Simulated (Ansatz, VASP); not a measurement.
# Cross-check of WC (WC (P-6m2)) between VASP and Ansatz

One calculation is typed for both programs; each brings its own data sets. How far apart do they land? The cell is taken from a series of runs on this material, whose earlier steps may have relaxed, scaled, displaced or heated it; both programs get it as it stands.

Calculated with Ansatz 0.2.0; plane waves, with VASP 6.6.1 beside it; PBE.

## 1. Starting point

Symmetry: P-6m2, No. 187, hexagonal system. Conventional cell: a = 2.917 Å, b = 2.917 Å, c = 2.839 Å, α = 90.00°, β = 90.00°, γ = 120.00°. Nearest to W lie 6 C at 2.20 Å. Nearest to C lie 6 W at 2.20 Å. Farther neighbours are not listed.

## 2. VASP: relaxation of cell and atoms, PBE

The relaxed volume is the usual yardstick between codes: in a stiff, nearly cubic crystal its relative difference is about their pressure difference at one cell divided by the bulk modulus.

Lines of VASP's logs that name or quote its potential files are left out, and so is its time.

INCAR reads:

```
SYSTEM = WC
PREC = Accurate
ENCUT = 600
EDIFF = 1E-07
NELM = 120
ISMEAR = -1
SIGMA = 0.05
LREAL = .FALSE.
ALGO = Normal
GGA = PE
NBANDS = 11
LASPH = .TRUE.
LORBIT = 11
LWAVE = .FALSE.
LCHARG = .FALSE.
ISIF = 3
IBRION = 2
NSW = 80
EDIFFG = -0.005
GGA_COMPAT = .FALSE.
NELMIN = 4
```

POSCAR reads:

```
WC
1.0
    2.9165940000      0.0000000000      0.0000000000
   -1.4582970000      2.5258450000      0.0000000000
    0.0000000000      0.0000000000      2.8394360000
W C
1 1
Direct
    0.0000000000      0.0000000000      0.0000000000
    0.6666666667      0.3333333333      0.5000000000
```

KPOINTS reads:

```
Automatic mesh
0
Gamma
15 15 14
0 0 0
```

PAW data sets: W and C (PBE family, release 64).

Command:

```console
$ mpirun -np 1 vasp_std
```

Numbers of over 12 decimals in the logs are rounded to 6 here.

The log of the run:

```text
[banner, memory and clock lines left out]
running    1 mpi-ranks, on    1 nodes
 distrk:  each k-point on    1 cores,    1 groups
 distr:  one band on    1 cores,    1 groups

 POSCAR found type information on POSCAR W C
 POSCAR found :  2 types and       2 ions
 LDA part: xc-table for (Slater+PW92), standard interpolation
 POSCAR, INCAR and KPOINTS ok, starting setup
 FFT: planning ... GRIDC
 FFT: planning ... GRID_SOFT
 FFT: planning ... GRID
 WAVECAR not read
 entering main loop
       N       E                     dE             d eps       ncg     rms          rms(c)
DAV:   1     0.287372222348E+02    0.28737E+02   -0.54438E+03  4752   0.926E+02
DAV:   2    -0.234622722335E+02   -0.52199E+02   -0.49700E+02  5524   0.212E+02
DAV:   3    -0.256844803615E+02   -0.22222E+01   -0.21932E+01  5905   0.366E+01
DAV:   4    -0.257001137700E+02   -0.15633E-01   -0.15628E-01  5170   0.356E+00
DAV:   5    -0.257001826181E+02   -0.68848E-04   -0.68845E-04  5890   0.235E-01    0.334E+01
DAV:   6    -0.226376172591E+02    0.30626E+01   -0.14083E+01  5671   0.229E+01    0.106E+01
DAV:   7    -0.225684187661E+02    0.69198E-01   -0.69745E-01  4881   0.654E+00    0.808E+00
DAV:   8    -0.225305305769E+02    0.37888E-01   -0.11163E-01  5247   0.253E+00    0.224E+00
DAV:   9    -0.225241485925E+02    0.63820E-02   -0.15406E-02  5163   0.804E-01    0.989E-02
DAV:  10    -0.225241233401E+02    0.25252E-04   -0.85592E-04  5457   0.257E-01    0.194E-01
DAV:  11    -0.225241128694E+02    0.10471E-04   -0.67517E-05  5603   0.582E-02    0.130E-02
DAV:  12    -0.225241102550E+02    0.26144E-05   -0.29176E-06  5307   0.123E-02    0.150E-02
DAV:  13    -0.225241104135E+02   -0.15850E-06   -0.46978E-07  5508   0.638E-03    0.937E-04
DAV:  14    -0.225241103834E+02    0.30093E-07   -0.13364E-08  2562   0.105E-03
   1 F= -.22524110E+02 E0= -.22522954E+02  d E =-.225241E+02
[...]
2 F= -.22521864E+02 E0= -.22520662E+02  d E =0.224631E-02
[...]
3 F= -.22524430E+02 E0= -.22523264E+02  d E =-.319664E-03
[...]
4 F= -.22524430E+02 E0= -.22523263E+02  d E =-.319531E-03
[...]
5 F= -.22524431E+02 E0= -.22523267E+02  d E =-.117779E-05
 trial-energy change:   -0.000001  1 .order   -0.000001   -0.000014    0.000012
 step:   0.4741(harm=  0.4479)  dis= 0.00000  next Energy=   -22.524434 (dE=-0.385E-05)
 bond charge predicted
       N       E                     dE             d eps       ncg     rms          rms(c)
DAV:   1    -0.225244351576E+02   -0.40602E-05   -0.10365E-04  4761   0.775E-02    0.784E-03
DAV:   2    -0.225244341861E+02    0.97149E-06   -0.19364E-06  5651   0.115E-02    0.543E-03
DAV:   3    -0.225244337986E+02    0.38750E-06   -0.40950E-07  5244   0.453E-03    0.726E-04
DAV:   4    -0.225244337538E+02    0.44834E-07   -0.36846E-08  2451   0.134E-03
   6 F= -.22524434E+02 E0= -.22523268E+02  d E =-.383892E-05
 curvature:  -0.23 expect dE=-0.597E-07 dE for cont linesearch -0.138E-07
 trial: gam= 0.00000 g(F)=  0.152E-43 g(S)=  0.263E-06 ort =-0.991E-06 (trialstep = 0.777E+00)
 search vector abs. value=  0.264E-06
 reached required accuracy - stopping structural energy minimisation
```

From OUTCAR (step 2):

```text
ion  position               nearest neighbor table
   1  0.000  0.000  0.000-   2 2.20   2 2.20   2 2.20   2 2.20   2 2.20   2 2.20
   2  0.667  0.333  0.500-   1 2.20   1 2.20   1 2.20   1 2.20   1 2.20   1 2.20

  LATTYP: Found a hexagonal cell.
 ALAT       =     2.9165940000
 C/A-ratio  =     0.9735451695

 Subroutine GETGRP returns: Found 12 space group operations
 (whereof 12 operations were pure point group operations)

The static configuration has the point symmetry D_3h.

 Found    216 irreducible k-points:

   k-points           NKPTS =    216   k-points in BZ     NKDIM =    216   number of bands    NBANDS=     11

   dimension x,y,z NGX =    24 NGY =   24 NGZ =   24
   dimension x,y,z NGXF=    48 NGYF=   48 NGZF=   48

   ENCUT  =  600.0 eV  44.10 Ry    6.64 a.u.   5.83  5.83  5.67*2*pi/ulx,y,z

   NELECT =      10.0000    total number of electrons

 k-points in reciprocal lattice and weights: Automatic mesh
   0.00000000  0.00000000  0.00000000       0.000
   0.06666667 -0.00000000  0.00000000       0.002
   0.13333333 -0.00000000  0.00000000       0.002
   0.20000000 -0.00000000  0.00000000       0.002
   0.26666667 -0.00000000  0.00000000       0.002
   0.33333333 -0.00000000  0.00000000       0.002
   0.40000000 -0.00000000  0.00000000       0.002
   0.46666667 -0.00000000  0.00000000       0.002
   0.06666667  0.06666667  0.00000000       0.002
[...]
0.33333333  0.26666667  0.50000000       0.004
   0.33333333  0.33333333  0.50000000       0.001

 average (electrostatic) potential at core
       1 -37.4854       2 -46.2519

 E-fermi :   8.1462

 k-point     1 :       0.0000    0.0000    0.0000
  band No.  band energies     occupation
      1      -6.1703      2.00000
      2       3.9313      2.00000
      3       4.8855      2.00000
      4       4.8855      2.00000
      5       8.3230      0.05660
      6      11.3169      0.00000
      7      11.3169      0.00000
      8      13.7675      0.00000
      9      13.7675      0.00000
    ...

 k-point     2 :       0.0667   -0.0000    0.0000
  band No.  band energies     occupation
      1      -6.0602      2.00000
      2       3.9680      2.00000
      3       4.7237      2.00000
      4       4.9934      2.00000
      5       7.9606      1.95233
      6      11.2759      0.00000
      7      11.7185      0.00000
      8      13.5235      0.00000
      9      13.6856      0.00000
     10      14.9674      0.00000
    ...

 k-point     3 :       0.1333   -0.0000    0.0000
  band No.  band energies     occupation
      1      -5.7407      2.00000
      2       3.8188      2.00000
      3       4.5716      2.00000
      4       5.3056      2.00000
      5       7.2193      2.00000
      6      11.1621      0.00000
      7      12.5574      0.00000
      8      12.9296      0.00000
      9      13.4701      0.00000
     10      15.8377      0.00000
    ...

  Total       -0.0003896     -0.0003896     -0.0032584     -0.0000000     -0.0000000      0.0000000
  in kB       -0.0297441     -0.0297441     -0.2487806     -0.0000000     -0.0000000      0.0000000
  external PRESSURE =      -0.1027563 kB  Pullay stress =       0.0000000 kB

  energy-cutoff  :      600.00
  volume of cell :       20.98
      direct lattice vectors                 reciprocal lattice vectors
     2.918475438  0.000000000 -0.000000000     0.342644652  0.197825942 -0.000000000
    -1.459237719  2.527474374 -0.000000000    -0.000000000  0.395651885  0.000000000
     0.000000000 -0.000000000  2.844821775    -0.000000000  0.000000000  0.351515870

 POSITION                                       TOTAL-FORCE (eV/Angst)
 -----------------------------------------------------------------------------------
      0.00000     -0.00000      2.84482         0.000000     -0.000000      0.000000
      1.45924      0.84249      1.42241        -0.000000      0.000000      0.000000
 -----------------------------------------------------------------------------------
    total drift:                               -0.000000      0.000006      0.000000

  FREE ENERGIE OF THE ION-ELECTRON SYSTEM (eV)
  ---------------------------------------------------
  free  energy   TOTEN  =       -22.5244337538 eV

  energy  without entropy=      -22.5221030274  energy(sigma->0) =      -22.52326839

 reached required accuracy - stopping structural energy minimisation

 total charge
# of ion       s       p       d       tot
------------------------------------------
    1        0.622   0.867   4.323   5.812
    2        0.853   1.561   0.000   2.414
--------------------------------------------------
tot          1.474   2.428   4.323   8.226

[... 3 further parts left out ...]
```

CONTCAR:

```
WC
   1.00000000000000
     2.9184754381966842    0.0000000000000000   -0.0000000000000000
    -1.4592377190983421    2.5274743742478876   -0.0000000000000000
     0.0000000000000000   -0.0000000000000000    2.8448217746115709
  W               C
     1     1
Direct
     0.0000000000000000    0.0000000000000000    1.0000000000000000
     0.6666666667000030    0.3333333332999970    0.5000000000000000
```

The data set W keeps the semicore shell frozen, which is cheaper and a little less accurate. The run keeps the 12 symmetry operations of its start, so it cannot find a distortion of lower symmetry.

## 3. Ansatz: relaxation of cell and atoms, PBE

Ansatz runs on its default PAW (the set named soft_2) files.

The same cell, functional, mesh and smearing now go to Ansatz.

input.yaml reads:

```yaml
crystal:
  lattice:
    - [2.9165944, 0.0, 0.0]
    - [-1.4582972, 2.5258449, 0.0]
    - [0.0, 0.0, 2.8394358]
  atoms:
    - { symbol: W, position: [0.0, 0.0, 0.0] }
    - { symbol: C, position: [0.66666667, 0.33333333, 0.5] }
basis:
  ecutwfc: 420
  xc_grid: 2
hamiltonian:
  xc: pbe
kpoints:
  mp_grid: { grid: [15, 15, 14] }
scf:
  occupations: { method: fermi_dirac, width: 0.05 }
  max_iter: 150
output:
  forces: true
  stress: true
relax:
  f_tol: 0.01
  max_steps: 60
  cell: {}
checkpoint:
  write: "../pbe.run"
  compress: false
  write_wavefunctions: false
  write_every: 100000
```

Command:

```console
$ ansatz run input.yaml --threads 1 --pin off --max-ram 2355MiB --backend cpu --events-out ev --progress --plain --runs-dir out
```

The log of the run:

```text
Engine: ansatz 0.2.0, aarch64-unknown-linux-gnu
Pseudopotentials: kind: paw
Pseudopotential: W, paw, valence charge 14, recommended cutoff 420 eV (normal), W.paw.azcp
Pseudopotential: C, paw, valence charge 4, recommended cutoff 420 eV (normal), C.paw.azcp
Functional definition: PBE
  parameter kappa = 0.804
  parameter beta = 0.066725
  exchange = pbe_x(kappa = kappa, mu = beta*pi^2/3)
  correlation = pbe_c(beta = beta)
Crystal: 2 atoms, lattice volume = 20.918 Å³
Basis set: ecut = 420 eV, 405 PW (Γ), exchange–correlation on 40×40×40 points (8 copies of the dense FFT grid, shifted against one another)
Bands: 13, of which v1, the nominal top of the filled ones, is band 9 counted from 1 (8 counted from 0)
Symmetry: 12 space group operations
Space group: P-6m2 (ITA 187), of the structure as read, at distance tolerance 2.8e-5 Å
k-points: 216 of 3150 (time reversal used)
Non-local potential: W, projectors of the file, l = 0: 3, l = 1: 2, l = 2: 2, l = 3: 1
Non-local potential: C, projectors of the file, l = 0: 2, l = 1: 2, l = 2: 1
PAW form: soft (Blöchl's): semilocal exchange-correlation on the pseudo side does not see the compensation charge
PAW one-centre angular grid: W, 590 points (default); XC on 64 Gauss nodes
PAW one-centre angular grid: C, 110 points (default); XC on 64 Gauss nodes
Initial density: superposition of atomic densities (neutral atoms: chi_scale 0, normalization atom), corrected by the library's trained network
Initial wavefunctions: pseudopotential atomic-orbital guess
Functional: x = pbe(κ = 0.804, μ = 0.219515), c = pbe(β = 0.066725)
SCF iter   1: F=—  HF=-10636.056299 eV  |F-HF|=—  |Δ(HF+E_count)|=         —  Δρ=7.12e-3  dr2=2.52e-3  ethr=1.77e-3  ⟨swp⟩=5.8  Hψ=14056  notcnv=0
preconditioner: auto → none  [metal: Δε(μ)=0.036 eV  Ē_g=10.022 eV  σ=0.050 eV  W_gap=0.18  n_scr=8 (ndim 8)  ℏωp=25.7 eV  f_vac=0.000  D(μ)=0.26/eV (n_scr^D=0)  sad-step TF]
SCF iter   2: F=—  HF=-10636.058780 eV  |F-HF|=—  |Δ(HF+E_count)|=   2.48e-3  Δρ=4.14e-3  dr2=8.96e-4  ethr=1.40e-5  ⟨swp⟩=2.0  Hψ=5391  notcnv=0
SCF iter   3: F=—  HF=-10636.059806 eV  |F-HF|=—  |Δ(HF+E_count)|=   1.03e-3  Δρ=3.86e-4  dr2=2.86e-5  ethr=4.98e-6  ⟨swp⟩=2.2  Hψ=4122  notcnv=0
SCF iter   4: F=—  HF=-10636.059792 eV  |F-HF|=—  |Δ(HF+E_count)|=   1.36e-5  Δρ=1.28e-4  dr2=2.22e-6  ethr=1.59e-7  ⟨swp⟩=2.7  Hψ=4728  notcnv=0
iter 5 did not close the SCF: its close was put off for the readings that it lacked (scf_convergence_deferred on its scf_iter line)
SCF iter   5: F=-10636.059792 eV  HF=-10636.059792 eV  |F-HF|=5.13e-8  |Δ(HF+E_count)|=   2.52e-7  Δρ=2.25e-5  dr2=7.87e-8  ethr=1.23e-8  ⟨swp⟩=2.0  Hψ=4518  notcnv=0
SCF iter   6: F=-10636.059792 eV  HF=-10636.059792 eV  |F-HF|=1.88e-9  |Δ(HF+E_count)|=   2.80e-8  Δρ=4.41e-6  dr2=3.27e-9  ethr=4.37e-10  ⟨swp⟩=2.2  Hψ=10232  notcnv=0
SCF 1 converged in 6 iterations: F = -10636.059792 eV  dr2 = 3.27e-9
  greatest PAW one-centre occupation: 1.000 electrons in one spin orbital (limit 2), on the W atom at site 0 (counted from 0), in its partial waves of l = 0
relax step   1: F+E_penalty+E_count = -10636.05979244 eV  Δ(F+E_penalty+E_count) = +0.000e0 eV  max|allowed force component| = 2.591e-16 eV/Å  Δτ_max = 0.0000 Å  P = +2.436 GPa  Ω = 20.918 Å³  (6 SCF iters, dr2 threshold 1.00e-7 eV, accepted)
[...]
relax step   2: F+E_penalty+E_count = -10636.06014937 eV  Δ(F+E_penalty+E_count) = -3.569e-4 eV  max|allowed force component| = 1.295e-16 eV/Å  Δτ_max = 0.0000 Å  P = -1.230 GPa  Ω = 21.114 Å³  energy of the carried Pulay correction = -3.754e-4 eV  (6 SCF iters, dr2 threshold 2.00e-7 eV, accepted)
[...]
relax step   3: F+E_penalty+E_count = -10636.06052131 eV  Δ(F+E_penalty+E_count) = -3.719e-4 eV  max|allowed force component| = 1.295e-16 eV/Å  Δτ_max = 0.0000 Å  P = +0.002 GPa  Ω = 21.044 Å³  energy of the carried Pulay correction = -2.419e-4 eV  (6 SCF iters, dr2 threshold 2.00e-7 eV, accepted)
[...]
relax step   4: F+E_penalty+E_count = -10636.06053936 eV  Δ(F+E_penalty+E_count) = -1.805e-5 eV  max|allowed force component| = 1.388e-16 eV/Å  Δτ_max = 0.0000 Å  P = -0.003 GPa  Ω = 21.046 Å³  energy of the carried Pulay correction = -2.463e-4 eV  (6 SCF iters, dr2 threshold 2.00e-7 eV, accepted)
[...]
relax step   5: F+E_penalty+E_count = -10636.06077384 eV  Δ(F+E_penalty+E_count) = -2.345e-4 eV  max|allowed force component| = 1.110e-16 eV/Å  Δτ_max = 0.0000 Å  P = +0.009 GPa  Ω = 21.046 Å³  stress off target by 9.85e-3 GPa  SCF on the basis re-selected at this cell (its energy is not comparable with the rows above)  (8 SCF iters)
basis re-selected at this cell: Δ(F+E_penalty+E_count) = -2.345e-4 eV, ΔP = +0.011 GPa vs the last step (what re-selecting the basis moved, of the pressure what is left beyond the Pulay correction that the steps carried, after the strain that the cell walked since its last selection, with what the two solves' SCF thresholds leave and, on support functions, any second-order correction that the steps lacked; it is no m [...]
SCF converged after 8 iterations
Free energy (F): -10636.060774 eV
Harris-Foulkes:  -10636.060774 eV  (|F-HF|=1.82e-12)
Internal energy: -10636.058469 eV  (E = F + TS)
E sigma→0 (E₀):  -10636.059621 eV
Entropy (-TS):   -0.002305 eV (-1.152 meV/atom)
Fermi energy:    20.230110 eV
--- Per-component energies (eV) ---
  E_band       = -64.046449
  E_kinetic    = 540.770471
  E_local      = -675.025404  (includes V_loc(G=0)·N_el)
  E_nonlocal   = 25.373853
  E_hartree    = 237.869127
  E_xc         = -316.192100
  E_vxc        = -299.968151  (∫ρ·V_xc dr)
  E_paw        = -8661.053288  (= ΣΔE_a)
  E_vpaw       = -130.935417  (= ΣTr[D̂ρ^β])
  E_aug_tail   = -0.000056  (compensation charges beyond the density's cutoff)
  E_ewald      = -1787.801073
  E_smearing   = -0.002305  (= −TS)
  E_closure    = -0.000000  (closes the sum)
  Σ components = -10636.060774   (vs F -10636.060774, Δ=0.00e0)
--- Forces (eV/Å), atoms counted from 1 ---
  atom   1  W     -0.00000000     0.00000000     0.00000000
  atom   2  C     -0.00000000     0.00000000     0.00000000
  max |Σ_I F_I| component: 3.70e-16 eV/Å
--- Stress (GPa, compression-positive) ---
        0.009848      -0.000000       0.000000
        0.000000       0.009848       0.000000
        0.000000       0.000000       0.006918
  P = ⅓ Tr σ = 0.0089 GPa (0.089 kbar)
--- Relaxed structure (4 steps of the walk, 4 accepted, 1 SCFs on fresh bases) ---
  F+E_penalty+E_count = -10636.06077384 eV   max|allowed force component| = 1.110e-16 eV/Å   (the final SCF, on the basis selected at the relaxed cell)
  cell:  # Å, volume = 21.0465 Å³
    - [2.921985, 0.0, 0.0]
    - [-1.460993, 2.530513, 0.0]
    - [0.0, 0.0, 2.846376]
  atoms:
    - { symbol: W, position: [1.850371700815422e-17, -1.8503717008154234e-17, 0.0] }
    - { symbol: C, position: [0.666667, 0.333333, 0.5] }
```

## 4. Comparison

Known differences besides the potentials themselves: the data sets hold 18 valence electrons in Ansatz (on its default PAW (the set named soft_2) files) and 10 in VASP; the cutoff is 420 eV in Ansatz and 600 eV in VASP; Ansatz adds a Pulay correction to the stress that steers its cell, VASP none. Total energies have different zeros and are not compared.

The two programs side by side:

| quantity | Ansatz | VASP | difference |
| --- | --- | --- | --- |
| volume (Å³) | 21.05 | 20.98 | +0.30 % |
| edge a after relaxation, in the typed setting (Å) | 2.922 | 2.918 | +0.12 % |
| edge c after relaxation, in the typed setting (Å) | 2.846 | 2.845 | +0.06 % |

## 5. Summary of results

| Quantity | Value |
| --- | --- |
| difference in volume (relaxation of cell and atoms, PBE) | 0.30 % |

**Reading.** The difference in volume is 0.30 % (relaxation of cell and atoms, PBE), within the 1.2 % picked in this series as the mark of a large difference, as far as the stopping tolerances let one tell. The data sets hold unlike numbers of valence electrons (18 in Ansatz and 10 in VASP), so part of the differences may come from the potentials. Such differences can come from data sets, numerical settings and the points named under the comparisons, not from the functional's error against experiment.

[Lines on the potential files, build, host, timing and source positions are cut from VASP's logs without a mark.]

[Logs are printed without paths, hosts, clocks, repeated set-up lines and the standing remarks that a program may print on its own settings, such as how far it seeks lower states.]

[Hosts, paths, dates, database ids (printed as entryN), source tags and the programs' standing remarks are cut or masked in the printed files.]
